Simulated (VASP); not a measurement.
# CsTlH4 (P4/mmm) in VASP: a series of runs

One crystal, CsTlH4, is run at these levels: PBE; tasks: single point.

Program: VASP 6.6.1. These are calculated values, not measurements. Logs are shortened: lines on timing, memory, paths and dates and some standing lists are left out, and cuts for length are marked.

**1. The structure**

The structure is tetragonal, space group P4/mmm (No. 123). Conventional cell: a = 4.437 Å, b = 4.437 Å, c = 5.399 Å, α = 90.00°, β = 90.00°, γ = 90.00°. Cs (site symmetry 4/mmm) is surrounded by 16 H at 3.17 to 3.49 Å. Tl (site symmetry 4/mmm) is surrounded by 6 H at 2.22 to 2.26 Å. H (site symmetry 4mm) is surrounded by 1 H at 0.87 Å. Around H (site symmetry mmm) lie 2 Tl at 2.22 Å.

The cell was built by a generator and needn't be a form met in nature.

**2. Single point, PBE**

File INCAR:

```
PREC = Accurate
ENCUT = 520
EDIFF = 1E-7
ISMEAR = 0
SIGMA = 0.1
LREAL = False
LASPH = True
NELM = 100
ALGO = Normal
ISIF = 2
LWAVE = False
LCHARG = False
GGA = PE
NBANDS = 22
```

File KPOINTS:

```
regular mesh
0
Gamma
  10 10 8
```

File POSCAR:

```
CsTlH4
1.0
    4.4372902153      0.0000000000      0.0000000000
    0.0000000000      4.4372902153      0.0000000000
    0.0000000000      0.0000000000      5.3985323019
Cs Tl H
1 1 4
Direct
    0.5000000000      0.5000000000      0.5000000000
    0.0000000000      0.0000000000      0.0000000000
    0.0000000000      0.0000000000      0.5809404619
    0.5000000000      0.0000000000      0.0000000000
    0.0000000000      0.5000000000      0.0000000000
    0.0000000000      0.0000000000      0.4190595381
```

Potentials or basis: VASP PAW PBE potentials, release 64 (Cs_sv, Tl_d, H).

Launch:

```
$ cat potpaw_PBE.64/Cs_sv/POTCAR potpaw_PBE.64/Tl_d/POTCAR potpaw_PBE.64/H/POTCAR > POTCAR
$ mpirun -np 1 vasp_std > vasp.out
```

OUTCAR:

```text
PREC = Accurate
   ENCUT = 520
   EDIFF = 1E-7
   ISMEAR = 0
   LREAL = False
   LASPH = True
   NELM = 100
   ISIF = 2
   GGA = PE

 ion  position               nearest neighbor table
   1  0.500  0.500  0.500-
   2  0.000  0.000  0.000-   4 2.22   5 2.22   5 2.22   4 2.22   3 2.26   6 2.26
   3  0.000  0.000  0.581-   6 0.87   2 2.26
   4  0.500  0.000  0.000-   2 2.22   2 2.22
   5  0.000  0.500  0.000-   2 2.22   2 2.22
   6  0.000  0.000  0.419-   3 0.87   2 2.26

  LATTYP: Found a simple tetragonal cell.
 ALAT       =     4.4372902153
 C/A-ratio  =     1.2166281762

  Lattice vectors:

 A1 = (   4.4372902153,   0.0000000000,   0.0000000000)
 A2 = (   0.0000000000,   4.4372902153,   0.0000000000)
 A3 = (   0.0000000000,   0.0000000000,   5.3985323019)

Analysis of symmetry for initial positions (statically):
=====================================================================
 Subroutine PRICEL returns:
 Original cell was already a primitive cell.

 Routine SETGRP: Setting up the symmetry group for a
 simple tetragonal supercell.

 Subroutine GETGRP returns: Found 16 space group operations
 (whereof 16 operations were pure point group operations)
 out of a pool of 16 trial point group operations.

The static configuration has the point symmetry D_4h.

Analysis of symmetry for dynamics (positions and initial velocities):
=====================================================================
 Subroutine PRICEL returns:
 Original cell was already a primitive cell.

 Routine SETGRP: Setting up the symmetry group for a
 simple tetragonal supercell.

 Subroutine GETGRP returns: Found 16 space group operations
 (whereof 16 operations were pure point group operations)
 out of a pool of 16 trial point group operations.

The dynamic configuration has the point symmetry D_4h.

 Subroutine INISYM returns: Found 16 space group operations
 (whereof 16 operations are pure point group operations),
 and found     1 'primitive' translations

----------------------------------------------------------------------------------------

                                     Primitive cell

  volume of cell :     106.2946

  direct lattice vectors                    reciprocal lattice vectors
     4.437290215  0.000000000  0.000000000     0.225362767  0.000000000  0.000000000
     0.000000000  4.437290215  0.000000000     0.000000000  0.225362767  0.000000000
     0.000000000  0.000000000  5.398532302     0.000000000  0.000000000  0.185235531

  length of vectors
     4.437290215  4.437290215  5.398532302     0.225362767  0.225362767  0.185235531

  position of ions in fractional coordinates (direct lattice)
     0.500000000  0.500000000  0.500000000
     0.000000000  0.000000000  0.000000000
     0.000000000  0.000000000  0.580940462
     0.500000000  0.000000000  0.000000000
     0.000000000  0.500000000  0.000000000
     0.000000000  0.000000000  0.419059538

  ion indices of the primitive-cell ions
   primitive index   ion index
                 1           1
                 2           2
                 3           3
                 4           4
                 5           5
                 6           6

----------------------------------------------------------------------------------------

 KPOINTS: regular mesh

Automatic generation of k-mesh.
 Grid dimensions read from file:
 generate k-points for:   10   10    8

 Generating k-lattice:

  Cartesian coordinates                     Fractional coordinates (reciprocal lattice)
     0.022536277  0.000000000  0.000000000     0.100000000  0.000000000  0.000000000
     0.000000000  0.022536277  0.000000000     0.000000000  0.100000000  0.000000000
     0.000000000  0.000000000  0.023154441     0.000000000  0.000000000  0.125000000

  Length of vectors
     0.022536277  0.022536277  0.023154441

  Shift w.r.t. Gamma in fractional coordinates (k-lattice)
     0.000000000  0.000000000  0.000000000

 Subroutine IBZKPT returns following result:
 ===========================================

 Found    105 irreducible k-points:

 Following reciprocal coordinates:
            Coordinates               Weight
  0.000000  0.000000  0.000000      1.000000
  0.100000  0.000000  0.000000      4.000000
  0.200000  0.000000  0.000000      4.000000
  0.300000  0.000000  0.000000      4.000000
  0.400000  0.000000  0.000000      4.000000
  0.500000  0.000000  0.000000      2.000000
[... 16 lines left out ...]
  0.100000  0.000000  0.125000      8.000000
  0.200000  0.000000  0.125000      8.000000
 [... further k-points ...]
   k-points           NKPTS =    105   k-points in BZ     NKDIM =    105   number of bands    NBANDS=     22
   number of dos      NEDOS =    301   number of ions     NIONS =      6
   total plane-waves  NPLWV =  51840
   dimension x,y,z NGX =    36 NGY =   36 NGZ =   40
   dimension x,y,z NGXF=    72 NGYF=   72 NGZF=   80
   ions per type =               1   1   4
   NGX,Y,Z   is equivalent  to a cutoff of  13.49, 13.49, 12.32 a.u.
   NGXF,Y,Z  is equivalent  to a cutoff of  26.98, 26.98, 24.64 a.u.
 SYSTEM =  unknown system
   PREC   = accura    normal or accurate (medium, high low for compatibility)
   ISTART =      0    job   : 0-new  1-cont  2-samecut
   ICHARG =      2    charge: 1-file 2-atom 10-const
   ISPIN  =      1    spin polarized calculation?
   LNONCOLLINEAR =      F non collinear calculations
   LSORBIT =      F    spin-orbit coupling
   LASPH  =      T    aspherical Exc in radial PAW
   ENCUT  =  520.0 eV  38.22 Ry    6.18 a.u.   8.25  8.25 10.04*2*pi/ulx,y,z
   NELM   =    100;   NELMIN=  2; NELMDL= -5     # of ELM steps
   EDIFF  = 0.1E-06   stopping-criterion for ELM
   LREAL  =      F    real-space projection
   EDIFFG = 0.1E-05   stopping-criterion for IOM
   NSW    =      0    number of steps for IOM
   IBRION =     -1    ionic relax: 0-MD 1-quasi-New 2-CG
   NFREE  =      0    steps in history (QN), initial steepest desc. (CG)
   ISIF   =      2    stress and relaxation
   ISYM   =      2    0-nonsym 1-usesym 2-fastsym
   POTIM  = 0.5000    time-step for ionic-motion
   TEBEG  =    0.0;   TEEND  =   0.0 temperature during run
   PSTRESS=    0.0 pullay stress
   NELECT =      26.0000    total number of electrons
   NUPDOWN=      -1.0000    fix difference up-down
   EMIN   =  10.00;   EMAX   =-10.00  energy-range for DOS
   EFERMI =   0.00;   METHOD = LEGACY
   ISMEAR =     0;   SIGMA  =   0.10  broadening in eV -4-tet -1-fermi 0-gaus
   EFERMI_NEDOS =   21; number of points for ismear=-14 and -15
   IALGO  =     38    algorithm
   IMIX   =      4    mixing-type and parameters
     AMIX     =   0.40;   BMIX     =  1.00
     AMIX_MAG =   1.60;   BMIX_MAG =  1.00
  volume/ion in A,a.u.               =      17.72       119.55
  Fermi-wavevector in a.u.,A,eV,Ry     =   1.023832  1.934762 14.262070  1.048233
  Thomas-Fermi vector in A             =   2.157587
   LORBIT       =      0    0 simple, 1 ext, 2 COOP (PROOUT), +10 PAW based schemes
   GGA     = PE    functional components
   LHFCALC =     F    Hartree Fock is set to
   AEXX    =    0.0000 exact exchange contribution
   IVDW    =     0    specifies the selected vdW correction
   LEPSILON=     F    determine dielectric tensor
   LRPA    =     F    only Hartree local field effects (RPA)
 non-spin polarized calculation
 Gauss-broadening in eV      SIGMA  =   0.10
  energy-cutoff  :      520.00
  volume of cell :      106.29
 maximum number of plane-waves:      2888
 NGX is ok and might be reduce to    36
   NGX = 17   NGY = 17   NGZ = 21

 number of electron      26.0000001 magnetization

 Free energy of the ion-electron system (eV)
  ---------------------------------------------------
  ext. energy  EPLUGINS =         0.00000000
  ---------------------------------------------------
  free energy    TOTEN  =       -15.63584393 eV

  energy without entropy =      -15.63017761  energy(sigma->0) =      -15.63301077

 E-fermi :   2.8031     XC(G=0):  -8.2658

 val. band max:        2.7936355976   @ k =   0.2000   0.1000   0.5000
 cond. band min:       2.8115805435   @ k =   0.4000   0.3000   0.1250
 fundamental gap:      0.0179449459
 Fermi energy:         2.8030506280

 k-point     1 :       0.0000    0.0000    0.0000
  band No.  band energies     occupation
      1     -20.1830      2.00000
      2      -8.8819      2.00000
      3      -8.7205      2.00000
      4      -8.5115      2.00000
      5      -8.5115      2.00000
      6      -8.4089      2.00000
[... 14 lines left out ...]
     21       8.6935      0.00000
     22       8.7254      0.00000

 k-point     2 :       0.1000    0.0000    0.0000
  band No.  band energies     occupation
      1     -20.1797      2.00000
      2      -8.8823      2.00000
      3      -8.7084      2.00000
      4      -8.5162      2.00000
      5      -8.5112      2.00000
      6      -8.4118      2.00000
[... 14 lines left out ...]
     21       8.4615      0.00000
     22       8.5771      0.00000

 k-point     3 :       0.2000    0.0000    0.0000
  band No.  band energies     occupation
      1     -20.1709      2.00000
      2      -8.8861      2.00000
      3      -8.6775      2.00000
      4      -8.5285      2.00000
      5      -8.5106      2.00000
      6      -8.4193      2.00000
[... 14 lines left out ...]
     21       8.1816      0.00000
     22       8.7351      0.00000
[... 476 lines left out ...]
 k-point    23 :       0.1000    0.0000    0.1250
  band No.  band energies     occupation
      1     -20.1792      2.00000
      2      -8.8592      2.00000
      3      -8.7081      2.00000
      4      -8.5181      2.00000
      5      -8.5133      2.00000
      6      -8.4116      2.00000
[... 14 lines left out ...]
     21       8.3476      0.00000
     22       8.6549      0.00000

 k-point    24 :       0.2000    0.0000    0.1250
  band No.  band energies     occupation
      1     -20.1704      2.00000
      2      -8.8612      2.00000
      3      -8.6766      2.00000
      4      -8.5292      2.00000
      5      -8.5123      2.00000
      6      -8.4189      2.00000
[... 14 lines left out ...]
     21       8.6441      0.00000
     22       8.8127      0.00000

 [... further k-points ...]

------------------------ aborting loop because EDIFF is reached ----------------------------------------

  FORCE on cell =-STRESS in cart. coord.  units (eV):
  Direction    XX          YY          ZZ          XY          YZ          ZX
  --------------------------------------------------------------------------------------
  -------------------------------------------------------------------------------------
  Total       -0.0138665     -0.0138665     -0.0631767      0.0000000     -0.0000000      0.0000000
  in kB       -0.2090099     -0.2090099     -0.9522607      0.0000000     -0.0000000      0.0000000
  external PRESSURE =      -0.4567601 kB  Pullay stress =       0.0000000 kB

 VOLUME and BASIS-vectors are now :
 -----------------------------------------------------------------------------
  energy-cutoff  :      520.00
  volume of cell :      106.29
      direct lattice vectors                 reciprocal lattice vectors
     4.437290215  0.000000000  0.000000000     0.225362767  0.000000000  0.000000000
     0.000000000  4.437290215  0.000000000     0.000000000  0.225362767  0.000000000
     0.000000000  0.000000000  5.398532302     0.000000000  0.000000000  0.185235531

 POSITION                                       TOTAL-FORCE (eV/Angst)
 -----------------------------------------------------------------------------------
      2.21865      2.21865      2.69927         0.000000      0.000000      0.000000
      0.00000      0.00000      0.00000         0.000000      0.000000      0.000000
      0.00000      0.00000      3.13623         0.000000     -0.000000     -0.006459
      2.21865      0.00000      0.00000         0.000000      0.000000      0.000000
      0.00000      2.21865      0.00000         0.000000      0.000000      0.000000
      0.00000      0.00000      2.26231        -0.000000     -0.000000      0.006459
 -----------------------------------------------------------------------------------
    total drift:                                0.000000      0.000000      0.000000

  FREE ENERGIE OF THE ION-ELECTRON SYSTEM (eV)
  ---------------------------------------------------
  free  energy   TOTEN  =       -15.6358439333 eV

  energy  without entropy=      -15.6301776136  energy(sigma->0) =      -15.63301077
```

It took 78 s on 1 thread of Intel Xeon 6975P-C (Granite Rapids), shared host; peak memory 0.39 GiB.

What came out:

```
Free energy            : -15.6358 eV
Pressure               : 0.0 GPa
Largest force          : 0.006 eV/Å
Band gap on the k mesh : none (metal or under the smearing width)
```

Forces in eV/Å, atoms in the order of the input:
```
Cs   0.000  0.000  0.000
Tl   0.000  0.000  0.000
H    0.000  0.000 -0.006
H    0.000  0.000  0.000
H    0.000  0.000  0.000
H    0.000  0.000  0.006
```

Levels at points of the mesh, in eV from the Fermi level:
| k point | band 9 | band 10 | band 11 | band 12 | band 13 | band 14 | band 15 | band 16 | band 17 | band 18 |
| --- | --- | --- | --- | --- | --- | --- | --- | --- | --- | --- |
| (0.00, 0.00, 0.00) | -9.66 | -9.13 | -5.94 | -1.15 | -0.63 | 2.18 | 2.34 | 2.34 | 3.08 | 4.11 |
| (0.50, 0.00, 0.00) | -9.59 | -7.84 | -5.23 | -4.38 | -0.97 | 1.16 | 1.89 | 2.02 | 4.01 | 5.32 |
| (0.50, 0.50, 0.00) | -9.59 | -8.37 | -4.06 | -3.85 | -3.85 | -0.17 | 2.23 | 2.99 | 2.99 | 5.44 |
| (0.00, 0.00, 0.50) | -9.63 | -8.28 | -7.41 | -0.95 | 1.54 | 1.82 | 1.84 | 1.84 | 2.18 | 4.76 |
| (0.50, 0.00, 0.50) | -9.59 | -7.46 | -7.07 | -3.93 | 0.60 | 1.31 | 3.10 | 3.38 | 3.48 | 4.31 |
| (0.50, 0.50, 0.50) | -9.62 | -8.24 | -5.79 | -4.14 | -4.14 | 4.10 | 4.25 | 4.43 | 4.43 | 4.85 |

**3. Single point, PBE**

File INCAR:

```
PREC = Accurate
ENCUT = 520
EDIFF = 1E-6
ISMEAR = 0
SIGMA = 0.1
LREAL = F
LASPH = T
NELM = 80
ALGO = Normal
ISIF = 2
LWAVE = F
LCHARG = F
GGA = PE
NBANDS = 22
```

File KPOINTS:

```
Automatic mesh
0
Gamma
  10 10 8
```

POSCAR is that of step 2.

Potentials or basis: VASP PAW PBE potentials, release 64 (Cs_sv, Tl_d, H).

Launch:

```
$ cat potpaw_PBE.64/Cs_sv/POTCAR potpaw_PBE.64/Tl_d/POTCAR potpaw_PBE.64/H/POTCAR > POTCAR
$ mpirun -np 1 vasp_std > vasp.out
```

It took 74 s on 1 thread of Intel Xeon 6975P-C (Granite Rapids), shared host; peak memory 0.39 GiB.

The run converged. Its results:

```
Free energy            : -15.6358 eV
Pressure               : 0.0 GPa
Largest force          : 0.006 eV/Å
Band gap on the k mesh : none (metal or under the smearing width)
```

Forces in eV/Å, atoms in the order of the input:
```
Cs   0.000  0.000  0.000
Tl   0.000  0.000  0.000
H    0.000  0.000 -0.006
H    0.000  0.000  0.000
H    0.000  0.000  0.000
H    0.000  0.000  0.006
```

Levels at points of the mesh, in eV from the Fermi level:
| k point | band 10 | band 11 | band 12 | band 13 | band 14 | band 15 | band 16 | band 17 |
| --- | --- | --- | --- | --- | --- | --- | --- | --- |
| (0.00, 0.00, 0.00) | -9.13 | -5.94 | -1.15 | -0.63 | 2.18 | 2.34 | 2.34 | 3.08 |
| (0.50, 0.00, 0.00) | -7.84 | -5.23 | -4.38 | -0.97 | 1.16 | 1.89 | 2.02 | 4.01 |
| (0.50, 0.50, 0.00) | -8.37 | -4.06 | -3.85 | -3.85 | -0.17 | 2.23 | 2.99 | 2.99 |
| (0.00, 0.00, 0.50) | -8.28 | -7.41 | -0.95 | 1.54 | 1.82 | 1.84 | 1.84 | 2.18 |
| (0.50, 0.00, 0.50) | -7.46 | -7.07 | -3.93 | 0.60 | 1.31 | 3.10 | 3.38 | 3.48 |
| (0.50, 0.50, 0.50) | -8.24 | -5.79 | -4.14 | -4.14 | 4.10 | 4.25 | 4.43 | 4.43 |
